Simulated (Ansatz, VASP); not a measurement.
# SiC in two plane-wave programs, part 2 of 3

One calculation is typed for both programs; each brings its own data sets. How far apart do they land? The cell is taken from a series of runs on this material, whose earlier steps may have relaxed, scaled, displaced or heated it; both programs get it as it stands.

VASP 6.6.1 and Ansatz 0.2.0.

So far: The starting structure; Ansatz: zone-centre phonons, LDA.

## Step 3: VASP: zone-centre phonons, LDA

Level of this step: LDA; plane waves and PAW (C, Si) (VASP).

The same cell, functional (in two slightly different forms) and mesh now go to VASP, with its own data sets.

Lines of VASP's logs that name or quote its potential files are left out, and so is its time.

INCAR reads:

```
SYSTEM = SiC
PREC = Accurate
ENCUT = 600
EDIFF = 1E-08
NELM = 120
ISMEAR = 0
SIGMA = 0.01
LREAL = .FALSE.
ALGO = Normal
GGA = CA
NBANDS = 24
LORBIT = 11
LWAVE = .FALSE.
LCHARG = .FALSE.
ISIF = 2
IBRION = 8
LEPSILON = .TRUE.
LASPH = .TRUE.
GGA_COMPAT = .FALSE.
EFERMI = MIDGAP
KPAR = 2
```

POSCAR reads:

```
SiC
1.0
    3.0489845477      0.0000000000      0.0000000000
   -1.5244922739      2.6404980741      0.0000000000
    0.0000000000      0.0000000000     10.4126766884
C Si
4 4
Direct
    0.6666666662      0.3333333338      0.7506620989
    0.3333333338      0.6666666662      0.2506620989
    0.9999999983      0.0000000017      0.5011988720
    0.0000000017      0.9999999983      0.0011988720
    0.6666666684      0.3333333316      0.9371269172
    0.3333333316      0.6666666684      0.4371269172
    0.9999999991      0.0000000009      0.6870111118
    0.0000000009      0.9999999991      0.1870111118
```

KPOINTS reads:

```
Automatic mesh
0
Gamma
9 9 4
0 0 0
```

PAW data sets: C and Si (LDA family, release 64).

Run with:

```sh
$ mpirun -np 2 vasp_std
```

Output:

```text
[banner, memory and clock lines left out]
running    2 mpi-ranks, on    1 nodes
 distrk:  each k-point on    1 cores,    2 groups
 distr:  one band on    1 cores,    1 groups

 POSCAR found type information on POSCAR C Si
 POSCAR found :  2 types and       8 ions
 LDA part: xc-table for (Slater(with rela. corr.)+CA(PZ))
 , standard interpolation
 POSCAR, INCAR and KPOINTS ok, starting setup
 FFT: planning ... GRIDC
 FFT: planning ... GRID_SOFT
 FFT: planning ... GRID
 WAVECAR not read
 entering main loop
       N       E                     dE             d eps       ncg     rms          rms(c)
DAV:   1     0.843867327654E+02    0.84387E+02   -0.15970E+04  1728   0.135E+03
DAV:   2    -0.665367344997E+02   -0.15092E+03   -0.13960E+03  2376   0.210E+02
DAV:   3    -0.742776871417E+02   -0.77410E+01   -0.76882E+01  2304   0.465E+01
DAV:   4    -0.743892261265E+02   -0.11154E+00   -0.11142E+00  2200   0.664E+00
DAV:   5    -0.743915044401E+02   -0.22783E-02   -0.22778E-02  2280   0.900E-01    0.179E+01
DAV:   6    -0.666882474853E+02    0.77033E+01   -0.23155E+01  2208   0.216E+01    0.819E+00
DAV:   7    -0.664657695035E+02    0.22248E+00   -0.21152E+00  2376   0.687E+00    0.328E+00
DAV:   8    -0.663943178878E+02    0.71452E-01   -0.13196E-01  2080   0.180E+00    0.114E+00
DAV:   9    -0.663825150922E+02    0.11803E-01   -0.19836E-02  2224   0.769E-01    0.164E-01
DAV:  10    -0.663826053252E+02   -0.90233E-04   -0.11138E-03  2176   0.190E-01    0.865E-02
DAV:  11    -0.663826141575E+02   -0.88323E-05   -0.56911E-05  2256   0.486E-02    0.234E-02
DAV:  12    -0.663826094658E+02    0.46917E-05   -0.92142E-06  2152   0.168E-02    0.107E-02
DAV:  13    -0.663826087046E+02    0.76121E-06   -0.31539E-06  2216   0.852E-03    0.186E-03
DAV:  14    -0.663826087135E+02   -0.89631E-08   -0.20142E-07  2152   0.272E-03    0.527E-04
DAV:  15    -0.663826087144E+02   -0.85856E-09   -0.42807E-09  1624   0.412E-04
   1 F= -.66382609E+02 E0= -.66382609E+02  d E =0.000000E+00
 Linear response reoptimize wavefunctions to high precision
DAV:   1    -0.663826087148E+02   -0.42519E-09   -0.63590E-10  1504   0.156E-04
DAV:   2    -0.663826087149E+02   -0.54115E-10   -0.12393E-10  1472   0.658E-05
 Linear response G [H, r] |phi>, progress :
  Direction:   1
       N       E                     dE             d eps       ncg     rms
RMM:   1    -0.151068487450E+03   -0.15107E+03    0.18046E+01  4499   0.746E+01
RMM:   2    -0.102840390420E+03    0.48228E+02   -0.15858E+01  2962   0.222E+01
RMM:   3    -0.103012360694E+03   -0.17197E+00   -0.33185E-01  3120   0.310E+00
RMM:   4    -0.103016923797E+03   -0.45631E-02   -0.11922E-02  3279   0.546E-01
RMM:   5    -0.103017003863E+03   -0.80066E-04   -0.53469E-04  3270   0.118E-01
RMM:   6    -0.103017008047E+03   -0.41841E-05    0.21274E-04  3355   0.319E-02
RMM:   7    -0.103017004887E+03    0.31601E-05    0.30627E-04  3317   0.128E-02
RMM:   8    -0.103016999809E+03    0.50777E-05    0.45803E-04  3404   0.840E-03
RMM:   9    -0.103016995870E+03    0.39394E-05    0.28808E-04  3402   0.738E-03
RMM:  10    -0.103016995161E+03    0.70840E-06    0.56944E-04  2946   0.705E-03
RMM:  11    -0.103016999786E+03   -0.46244E-05    0.28411E-04  2726   0.693E-03
RMM:  12    -0.103016989961E+03    0.98244E-05    0.18680E-04  2681   0.690E-03
 Linear response G [H, r] |phi>, progress :
  Direction:   2
       N       E                     dE             d eps       ncg     rms
RMM:   1    -0.172037623570E+03   -0.17204E+03   -0.30713E+02  4357   0.712E+01
RMM:   2    -0.129924126170E+03    0.42113E+02   -0.12604E+01  2953   0.203E+01
RMM:   3    -0.130053467172E+03   -0.12934E+00   -0.23811E-01  3092   0.265E+00
RMM:   4    -0.130055744694E+03   -0.22775E-02   -0.89224E-03  3293   0.433E-01
RMM:   5    -0.130055675013E+03    0.69681E-04   -0.10837E-03  3286   0.856E-02
RMM:   6    -0.130055645179E+03    0.29833E-04   -0.45926E-04  3348   0.226E-02
RMM:   7    -0.130055625012E+03    0.20167E-04   -0.21357E-04  3314   0.103E-02
RMM:   8    -0.130055638721E+03   -0.13709E-04    0.20434E-04  3379   0.794E-03
RMM:   9    -0.130055627212E+03    0.11509E-04   -0.27229E-04  3354   0.750E-03
RMM:  10    -0.130055652538E+03   -0.25326E-04   -0.84082E-04  2842   0.732E-03
RMM:  11    -0.130055634314E+03    0.18224E-04   -0.18076E-04  2627   0.728E-03
 Linear response G [H, r] |phi>, progress :
  Direction:   3
       N       E                     dE             d eps       ncg     rms
RMM:   1    -0.182951012996E+03   -0.18295E+03   -0.26325E+02  4477   0.750E+01
RMM:   2    -0.116032404754E+03    0.66919E+02   -0.16839E+01  2940   0.224E+01
RMM:   3    -0.116172606705E+03   -0.14020E+00   -0.30456E-01  3056   0.304E+00
RMM:   4    -0.116176410351E+03   -0.38036E-02    0.51597E-03  3229   0.508E-01
RMM:   5    -0.116177473003E+03   -0.10627E-02    0.49158E-03  3259   0.105E-01
RMM:   6    -0.116177895442E+03   -0.42244E-03    0.13073E-03  3313   0.268E-02
[...]
Degree of freedom:   3/  8
       N       E                     dE             d eps       ncg     rms          rms(c)
RMM:   1    -0.127008855355E+00   -0.12701E+00    0.58855E-02 16407   0.170E+00
RMM:   2    -0.123060780391E+00    0.39481E-02   -0.53315E-03 12666   0.374E-01    0.201E-01
RMM:   3    -0.123159444537E+00   -0.98664E-04   -0.12131E-03 12574   0.161E-01    0.102E-01
[...]
Linear response progress:
  Degree of freedom:   5/  8
       N       E                     dE             d eps       ncg     rms          rms(c)
RMM:   1    -0.179287941978E-01   -0.17929E-01   -0.47672E-03 19019   0.784E-01
RMM:   2    -0.147273912850E-01    0.32014E-02   -0.11478E-03 12915   0.209E-01    0.129E-01
RMM:   3    -0.146312079503E-01    0.96183E-04    0.11232E-04 13565   0.522E-02    0.748E-02
RMM:   4    -0.146853184640E-01   -0.54111E-04    0.13115E-04 13137   0.485E-02    0.778E-03
RMM:   5    -0.146839721146E-01    0.13463E-05   -0.13138E-05 13960   0.104E-02    0.229E-03
RMM:   6    -0.146824212101E-01    0.15509E-05    0.12310E-05 14307   0.162E-03    0.835E-04
RMM:   7    -0.146821403705E-01    0.28084E-06    0.19430E-06 14382   0.467E-04    0.129E-04
RMM:   8    -0.146820048888E-01    0.13548E-06    0.52242E-07 14633   0.171E-04    0.235E-05
RMM:   9    -0.146820573119E-01   -0.52423E-07    0.13188E-07 14786   0.836E-05    0.502E-06
RMM:  10    -0.146820725891E-01   -0.15277E-07   -0.70434E-08 15131   0.615E-05    0.205E-06
RMM:  11    -0.146820742895E-01   -0.17004E-08    0.20463E-08 14815   0.559E-05    0.782E-07
 first order change of Fermi-energy  -0.41107E+00
 force on displaced ion       5 direction 1 : -19.626  -0.001   0.000
 Born effective charge ion    5 direction 1 :   2.647   0.000  -0.000
 Linear response progress:
  Degree of freedom:   6/  8
       N       E                     dE             d eps       ncg     rms          rms(c)
RMM:   1    -0.457082059130E-01   -0.45708E-01    0.35530E-02  5707   0.121E+00
RMM:   2    -0.361460733584E-01    0.95621E-02   -0.45802E-03  3452   0.383E-01    0.151E-01
RMM:   3    -0.355010362293E-01    0.64504E-03   -0.12443E-03  3709   0.112E-01    0.849E-02
RMM:   4    -0.352180814664E-01    0.28295E-03   -0.80425E-04  3857   0.782E-02    0.276E-02
RMM:   5    -0.351846742486E-01    0.33407E-04   -0.22983E-04  3852   0.260E-02    0.700E-03
RMM:   6    -0.351869027921E-01   -0.22285E-05   -0.81618E-05  3670   0.934E-03    0.283E-03
RMM:   7    -0.351830367238E-01    0.38661E-05   -0.22190E-05  3767   0.301E-03    0.932E-04
RMM:   8    -0.351839675145E-01   -0.93079E-06   -0.14448E-05  3801   0.118E-03    0.327E-04
RMM:   9    -0.351838022933E-01    0.16522E-06   -0.12701E-05  3889   0.315E-04    0.172E-04
RMM:  10    -0.351837464385E-01    0.55855E-07   -0.12982E-05  3829   0.230E-04    0.267E-05
RMM:  11    -0.351835591653E-01    0.18727E-06   -0.11003E-05  3957   0.114E-04    0.107E-05
RMM:  12    -0.351833975485E-01    0.16162E-06   -0.89227E-06  3990   0.765E-05    0.655E-06
RMM:  13    -0.351832572407E-01    0.14031E-06   -0.72228E-06  4089   0.720E-05    0.138E-06
RMM:  14    -0.351832503658E-01    0.68748E-08   -0.72276E-06  3900   0.677E-05    0.388E-07
RMM:  15    -0.351832246613E-01    0.25704E-07   -0.69307E-06  3258   0.663E-05    0.140E-07
RMM:  16    -0.351832234949E-01    0.11665E-08   -0.69123E-06  3080   0.661E-05    0.407E-08
 first order change of Fermi-energy  -0.20414E+00
 force on displaced ion       5 direction 3 :  -0.000  -0.000 -27.251
 Born effective charge ion    5 direction 3 :   0.000   0.000   2.669
 Linear response progress:
  Degree of freedom:   7/  8
       N       E                     dE             d eps       ncg     rms          rms(c)
RMM:   1    -0.180305714605E-01   -0.18031E-01   -0.48078E-03 18880   0.788E-01
RMM:   2    -0.148329960669E-01    0.31976E-02   -0.19155E-03 12904   0.210E-01    0.129E-01
RMM:   3    -0.147192064148E-01    0.11379E-03   -0.41151E-04 13575   0.524E-02    0.746E-02
RMM:   4    -0.147712156537E-01   -0.52009E-04   -0.38268E-04 13140   0.484E-02    0.769E-03
RMM:   5    -0.147148108367E-01    0.56405E-04    0.20389E-05 13987   0.104E-02    0.230E-03
RMM:   6    -0.147175103793E-01   -0.26995E-05    0.42177E-06 14299   0.165E-03    0.828E-04
RMM:   7    -0.147173473649E-01    0.16301E-06    0.43869E-08 14366   0.477E-04    0.141E-04
RMM:   8    -0.147169422391E-01    0.40513E-06    0.13441E-06 14621   0.176E-04    0.245E-05
RMM:   9    -0.147170432509E-01   -0.10101E-06    0.74884E-07 14710   0.858E-05    0.503E-06
RMM:  10    -0.147170427733E-01    0.47756E-09    0.75626E-07 15104   0.634E-05    0.219E-06
RMM:  11    -0.147170509370E-01   -0.81637E-08    0.66258E-07 14805   0.577E-05    0.790E-07
RMM:  12    -0.147170476882E-01    0.32488E-08    0.67693E-07 13782   0.553E-05    0.160E-07
RMM:  13    -0.147170481502E-01   -0.46204E-09    0.66701E-07 12083   0.544E-05    0.806E-08
 first order change of Fermi-energy   0.43169E+00
 force on displaced ion       7 direction 1 : -19.768  -0.001  -0.000
 Born effective charge ion    7 direction 1 :   2.658  -0.000   0.000
 Linear response progress:
  Degree of freedom:   8/  8
       N       E                     dE             d eps       ncg     rms          rms(c)
RMM:   1    -0.474233040243E-01   -0.47423E-01    0.19881E-02  5719   0.121E+00
RMM:   2    -0.362944215139E-01    0.11129E-01   -0.61485E-03  3461   0.386E-01    0.152E-01
RMM:   3    -0.355403888081E-01    0.75403E-03   -0.19683E-03  3726   0.115E-01    0.854E-02
RMM:   4    -0.352348287273E-01    0.30556E-03   -0.13894E-03  3851   0.792E-02    0.284E-02
RMM:   5    -0.351471133285E-01    0.87715E-04   -0.27132E-04  3837   0.270E-02    0.734E-03
RMM:   6    -0.351434494477E-01    0.36639E-05   -0.58783E-05  3672   0.987E-03    0.299E-03
RMM:   7    -0.351363722972E-01    0.70772E-05    0.38384E-05  3761   0.331E-03    0.979E-04
RMM:   8    -0.351415546651E-01   -0.51824E-05    0.81438E-06  3801   0.123E-03    0.365E-04
RMM:   9    -0.351429826052E-01   -0.14279E-05   -0.47430E-06  3864   0.341E-04    0.176E-04
RMM:  10    -0.351433419379E-01   -0.35933E-06   -0.87676E-06  3850   0.243E-04    0.272E-05
RMM:  11    -0.351431007936E-01    0.24114E-06   -0.46309E-06  3946   0.121E-04    0.912E-06
RMM:  12    -0.351430126174E-01    0.88176E-07   -0.60190E-06  3987   0.795E-05    0.565E-06
RMM:  13    -0.351429016968E-01    0.11092E-06   -0.42487E-06  4112   0.733E-05    0.737E-07
RMM:  14    -0.351428695467E-01    0.32150E-07   -0.41838E-06  3825   0.699E-05    0.411E-07
RMM:  15    -0.351428768582E-01   -0.73115E-08   -0.42830E-06  3193   0.690E-05    0.180E-07
RMM:  16    -0.351428600802E-01    0.16778E-07   -0.41998E-06  3052   0.688E-05    0.377E-08
 first order change of Fermi-energy  -0.28975E+00
 force on displaced ion       7 direction 3 :   0.000  -0.000 -27.476
 Born effective charge ion    7 direction 3 :   0.000   0.000   2.867
 Born effective charges drift removed
 Linear response finished
```

[end of part 2 of 3]

[Lines on the potential files, build, host, timing and source positions are cut from VASP's logs without a mark.]

[Logs are printed without paths, hosts, clocks, repeated set-up lines and the standing remarks that a program may print on its own settings, such as how far it seeks lower states.]

[Hosts, paths, dates, database ids (printed as entryN), source tags and the programs' standing remarks are cut or masked in the printed files.]
